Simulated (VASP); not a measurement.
The system is Be3Se2S.

```
Be Se S
1.0
     5.64229    0.00000    0.00000
    -2.82115    4.88637    0.00000
     0.00000    0.00000    3.36436
Be Se S
3 2 1
Cartesian
  2.8211 0.0000 1.6822
  1.4106 2.4432 1.6822
  -1.4106 2.4432 1.6822
  0.0000 3.2576 0.0000
  2.8211 1.6288 0.0000
  0.0000 0.0000 0.0000
```

The cell was built by a generator and needn't be a form met in nature.

* Program: VASP 6.6.1
* Task: relaxation of cell and atoms
* Functional: PBE
* Potentials or basis: VASP PAW PBE potentials, release 64 (Be, Se, S)
* Cutoff: 520 eV
* k mesh: 3 × 3 × 4
* Occupations: gaussian, width 0.15 eV
* Spin: no spin polarisation

At the start: pressure 1.7 GPa; volume 15.46 Å³/atom.

Question: Where does the relaxation end?

Answer: Over 4 steps the energy falls by 121.2 meV/atom and the volume is 16.55 Å³/atom (+7.0 %); space group P6/mmm (No. 191, to 0.05 Å).

The path:
| step | energy change (eV) | largest force (eV/Å) | pressure (GPa) | volume (Å³) |
| --- | --- | --- | --- | --- |
| 1 | 0.0000 | 0.0000 | 1.66 | 92.76 |
| 2 | -0.6831 | 0.0000 | 3.29 | 94.44 |
| 3 | -0.6830 | 0.0000 | 3.41 | 94.46 |
| 4 | -0.7272 | 0.0000 | -0.28 | 99.29 |

Final structure:
```
Be Se S
1.0
     6.02912    0.00000    0.00000
    -3.01456    5.22137    0.00000
     0.00000    0.00000    3.15397
Be Se S
3 2 1
Cartesian
  0.0000 5.2214 1.5770
  1.5073 2.6107 1.5770
  4.5218 2.6107 1.5770
  0.0000 3.4809 3.1540
  3.0146 1.7405 0.0000
  6.0291 0.0000 0.0000
```

Caveat: the k mesh is coarse (spacing up to 0.47 Å⁻¹), so the values aren't converged.
